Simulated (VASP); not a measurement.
# Lattice of C across functionals and dispersion corrections

How close do the usual functionals, with and without dispersion, come to the cell of C? The levels: PBE, LDA, r2SCAN and PBE + D3(BJ). LASPH is on for some levels and off for others; the table marks which. The start is a cell from a database of measured crystal structures.

Method: PBE; plane waves and PAW (C), in the first sound run; inputs show where later runs differ, in VASP 6.6.1.

**What experiment says.**

“Creating two-dimensional solid helium via diamond lattice confinement” (2022, pmc:9553866) quotes from earlier work for C, diamond cubic (pristine diamond, quoted literature value): lattice constant a (cubic lattice constant a) 3.567 Å [literature experimental value quoted in the paper's theory part for comparison …].

This is a report of a sequence of runs, with most program output left out.

## 1. The structure

Before any relaxation, the start is as follows. Symmetry: Fd-3m, No. 227, cubic system. The conventional cell has a = 3.567 Å, b = 3.567 Å, c = 3.567 Å, α = 90.00°, β = 90.00°, γ = 90.00°. Nearest to C lie 4 C at 1.54 Å.

## 2. Relaxation with PBE

Properties are meant for the cell that this level of theory prefers, so cell and atoms are relaxed first (ISIF = 3) until forces and stress are small; EDIFFG sets the threshold. PBE, the usual starting point, adds the gradient of the density.

File INCAR:

```
SYSTEM = C
PREC = Accurate
ENCUT = 560
EDIFF = 1E-06
NELM = 100
ISMEAR = -1
SIGMA = 0.05
LREAL = .FALSE.
ALGO = Normal
GGA = PE
NBANDS = 10
LORBIT = 11
LWAVE = .FALSE.
LCHARG = .FALSE.
KPAR = 2
IBRION = 2
NSW = 60
ISIF = 3
EDIFFG = -0.01
```

File POSCAR:

```
C
1.0
    0.0000000000      1.7833180000      1.7833180000
    1.7833180000      0.0000000000      1.7833180000
    1.7833180000      1.7833180000      0.0000000000
C
2
Direct
    0.7500000000      0.7500000000      0.7500000000
    0.5000000000      0.5000000000      0.5000000000
```

File KPOINTS:

```
Automatic mesh
0
Gamma
11 11 11
0 0 0
```

The projector-augmented-wave data sets are C (PBE family, release 64).

Started as:

```
mpirun -np 2 vasp_std
```

Wall time 3.6 s (2 MPI ranks of Intel Xeon 6975P-C (Granite Rapids), shared host); peak memory 0.22 GiB; 5.5 s of CPU time.

The gap is read on the k-mesh alone, so it is an upper bound where the band edges lie off the mesh. The run keeps the 48 symmetry operations of its start, so it cannot find a distortion of lower symmetry.

Relaxation path:

```tsv
step	energy less that of the first step (eV)	largest force (eV/Å)	pressure (GPa)	volume (Å³)
1	0.0000	0.0000	2.15	11.34
2	0.0002	0.0000	-2.60	11.47
3	-0.0004	0.0000	0.01	11.40
```

```tsv
conventional cell, symmetrised	before	after	change
a (Å)	3.567	3.573	+0.2 %
b (Å)	3.567	3.573	+0.2 %
c (Å)	3.567	3.573	+0.2 %
volume (Å³/atom)	5.67	5.70	+0.5 %
```

Final coordinates:

```xyz
2
Lattice="0.0000 1.7863 1.7863 1.7863 0.0000 1.7863 1.7863 1.7863 0.0000" Properties=species:S:1:pos:R:3 pbc="T T T"
C     2.6794    2.6794    2.6794
C     1.7863    1.7863    1.7863
```

This step gave:

| Property | Result |
| --- | --- |
| electrons | 8 |
| bands | 10 |
| irreducible k-points | 56 |
| symmetry operations | 48 |
| free energy (TOTEN) | -18.19 eV |
| Fermi energy | 10.61 eV |
| pressure | 0.008343 GPa |
| metallic | no |
| valence top at k | 0, 0, 0 |
| conduction bottom at k | 0.3636, 0.3636, 0 |
| least direct gap at k | 0, 0, 0 |
| SCF cycles over all ionic steps | 19 |
| gap on the k-mesh | 4.118 eV |
| least direct gap on the k-mesh | 5.577 eV |

It ends with forces that vanish by symmetry and a pressure of 0.01 GPa. The volume lies +0.5 % from that of the database's start. The conventional cell has a = 3.573 Å.

## 3. Relaxation with LDA

This step: LDA; plane waves and PAW (C) (VASP 6.6.1).

LDA, the lowest rung, knows the local density alone.

Changes to INCAR since step 2:

```diff
@@ -9,3 +9,3 @@
 ALGO = Normal
-GGA = PE
+GGA = CA
 NBANDS = 10
```

POSCAR is that of step 2.

KPOINTS is that of step 2.

Started as:

```
mpirun -np 2 vasp_std
```

The job ended after 4 s (2 MPI ranks; peak memory 0.22 GiB).

The PAW data sets were made with PBE, though LDA sets exist; this is a small mismatch.

Step by step:

```tsv
step	energy less that of the first step (eV)	largest force (eV/Å)	pressure (GPa)	volume (Å³)
1	0.0000	0.0000	-10.92	11.34
2	0.0069	0.0000	15.62	10.72
3	-0.0096	0.0000	-0.08	11.07
```

```tsv
conventional cell, symmetrised	before	after	change
a (Å)	3.567	3.538	-0.8 %
b (Å)	3.567	3.538	-0.8 %
c (Å)	3.567	3.538	-0.8 %
volume (Å³/atom)	5.67	5.53	-2.4 %
```

Final coordinates:

```xyz
2
Lattice="0.0000 1.7688 1.7688 1.7688 0.0000 1.7688 1.7688 1.7688 0.0000" Properties=species:S:1:pos:R:3 pbc="T T T"
C     2.6533    2.6533    2.6533
C     1.7688    1.7688    1.7688
```

This step gave:

```yaml
free_energy_toten: -20.28 eV
fermi_energy: 10.89 eV
pressure: -0.08473 GPa
scf_cycles_over_all_ionic_steps: 23
gap_on_the_k_mesh: 4.160 eV
least_direct_gap_on_the_k_mesh: 5.615 eV
```

It ends at 5.534 Å³/atom, -2.4 % from the start, with -0.08 GPa left. The conventional cell has a = 3.538 Å.

## 4. Relaxation with r2SCAN

This step: r2SCAN; plane waves and PAW (C) (VASP 6.6.1).

r2SCAN adds the kinetic-energy density, costs more than a GGA and is run with LASPH.

Changes to INCAR since step 3:

```diff
@@ -9,3 +9,4 @@
 ALGO = Normal
-GGA = CA
+METAGGA = R2SCAN
+LASPH = .TRUE.
 NBANDS = 10
```

POSCAR is that of step 3.

KPOINTS is that of step 3.

Started as:

```
mpirun -np 2 vasp_std
```

Run time: 14 s. Hardware: 2 MPI ranks; peak memory 0.22 GiB.

The PAW data sets were made with PBE, which is usual practice but a small mismatch for other functionals.

Relaxation path:

```tsv
step	energy less that of the first step (eV)	largest force (eV/Å)	pressure (GPa)	volume (Å³)
1	0.0000	0.0000	-1.66	11.34
2	0.0001	0.0000	2.12	11.25
3	-0.0002	0.0000	0.02	11.30
```

```tsv
conventional cell, symmetrised	before	after	change
a (Å)	3.567	3.562	-0.1 %
b (Å)	3.567	3.562	-0.1 %
c (Å)	3.567	3.562	-0.1 %
volume (Å³/atom)	5.67	5.65	-0.4 %
```

Final coordinates:

```cif
data_structure
_symmetry_space_group_name_H-M 'P 1'
_symmetry_Int_Tables_number 1
_cell_length_a 2.5187
_cell_length_b 2.5187
_cell_length_c 2.5187
_cell_angle_alpha 60.000
_cell_angle_beta 60.000
_cell_angle_gamma 60.000
_cell_volume 11.30
loop_
_atom_site_label
_atom_site_type_symbol
_atom_site_fract_x
_atom_site_fract_y
_atom_site_fract_z
_atom_site_occupancy
C1 C 0.75000 0.75000 0.75000 1
C2 C 0.50000 0.50000 0.50000 1
```

It ends at 5.649 Å³/atom, -0.4 % from the start, with 0.02 GPa left. The conventional cell has a = 3.562 Å.

## 5. Relaxation with PBE + D3(BJ)

This step: PBE with D3(BJ); plane waves and PAW (C) (VASP 6.6.1).

A dispersion term adds the long-range attraction that semilocal functionals lack. D3 with Becke-Johnson damping keeps a finite attraction at short range.

Changes to INCAR since step 4:

```diff
@@ -9,4 +9,4 @@
 ALGO = Normal
-METAGGA = R2SCAN
-LASPH = .TRUE.
+GGA = PE
+IVDW = 12
 NBANDS = 10
```

POSCAR is that of step 4.

KPOINTS is that of step 4.

Started as:

```
mpirun -np 2 vasp_std
```

Wall time 3.8 s (2 MPI ranks); peak memory 0.24 GiB.

The steps of the relaxation:

```tsv
step	energy less that of the first step (eV)	largest force (eV/Å)	pressure (GPa)	volume (Å³)
1	0.0000	0.0000	-3.23	11.34
2	0.0004	0.0000	4.14	11.16
3	-0.0009	0.0000	0.00	11.26
```

```tsv
conventional cell, symmetrised	before	after	change
a (Å)	3.567	3.558	-0.2 %
b (Å)	3.567	3.558	-0.2 %
c (Å)	3.567	3.558	-0.2 %
volume (Å³/atom)	5.67	5.63	-0.7 %
```

Final coordinates:

```cif
data_structure
_symmetry_space_group_name_H-M 'P 1'
_symmetry_Int_Tables_number 1
_cell_length_a 2.5157
_cell_length_b 2.5157
_cell_length_c 2.5157
_cell_angle_alpha 60.000
_cell_angle_beta 60.000
_cell_angle_gamma 60.000
_cell_volume 11.26
loop_
_atom_site_label
_atom_site_type_symbol
_atom_site_fract_x
_atom_site_fract_y
_atom_site_fract_z
_atom_site_occupancy
C1 C 0.75000 0.75000 0.75000 1
C2 C 0.50000 0.50000 0.50000 1
```

It ends at 5.629 Å³/atom, -0.7 % from the start, with 0.00 GPa left. The conventional cell has a = 3.558 Å. Against plain PBE, the dispersion term moves a by -0.4 %.

## 6. The cells as a table

This step: relaxed cells at several levels; plane waves and PAW (VASP 6.6.1).

This step runs nothing: it gathers the runs above.

Lengths are those of the conventional cell; cost is the wall time of each run, as given at its step, times its ranks, without the set-up around it; LASPH differs between rows, which moves results and costs too. Results by level, by row:

```tsv
level	volume (Å³/atom)	change from the start (%)	a (Å)	cost (core minutes)	LASPH
PBE	5.7	0.5	3.573	0.12	off
LDA	5.53	-2.4	3.538	0.133	off
r2SCAN	5.65	-0.4	3.562	0.46	on
PBE + D3(BJ)	5.63	-0.7	3.558	0.127	off
```

## 7. Outcome

```json
{
  "volume, PBE": "5.699 Å³/atom",
  "volume, LDA": "5.534 Å³/atom",
  "volume, r2SCAN": "5.649 Å³/atom",
  "volume, PBE + D3(BJ)": "5.629 Å³/atom"
}
```

In words: For C the levels give volumes between 5.534 Å³/atom (LDA) and 5.699 Å³/atom (PBE), a spread of 3.0 %, while the cost of the finished runs spans a factor of 3.8. Within 1 % of experiment on every length: PBE, LDA, r2SCAN and PBE + D3(BJ). The nearest, r2SCAN, took 3.8 times the core time of PBE and lowers the largest miss from 0.15 to 0.14 %. Thermal and zero-point expansion, often some tenths of a per cent in length, bear on this order: with the measured lengths lowered by an assumed 0.4 % the nearest becomes PBE + D3(BJ). The costs hold the number of ionic steps as well as the price of the functional. Adding D3(BJ) to PBE changes the volume by -1.2 % (a by -0.4 %). Within 0.02 Å all end in space group Fd-3m; the runs can't lower the symmetry of the start. LASPH is on for some levels and off for others, so differences between them are not the functional's alone. Each is a single relaxation on the plane waves of the start cell, so larger changes of volume carry a basis-set error that was not tested here.

Comparison with the measured values:

| quantity | measured | PBE | LDA | r2SCAN | PBE + D3(BJ) |
| --- | --- | --- | --- | --- | --- |
| lattice constant a (Å) | 3.567 | 3.573 (+0.2 %) | 3.538 (-0.8 %) | 3.562 (-0.1 %) | 3.558 (-0.3 %) |

Measured values from pmc:9553866 (2022).

Verdict: For the lattice constant a, of the levels listed nearest comes r2SCAN (-0.1 %, good agreement) and farthest LDA (-0.8 %, fair agreement). The grades are ours: good and fair within 0.7 and 1.5 % for the lattice constant a. For lattice constants the calculation has a static lattice, without zero-point motion or thermal expansion.

[Lines on the potential files, build, host, timing and source positions are cut from VASP's logs without a mark.]

[Logs are printed without paths, hosts, clocks, repeated set-up lines and the standing remarks that a program may print on its own settings, such as how far it seeks lower states.]

[Hosts, paths, dates, database ids (printed as entryN), source tags and the programs' standing remarks are cut or masked in the printed files.]

[A measured line is paired with the nearest computed mode of its activity, which favours agreement.]
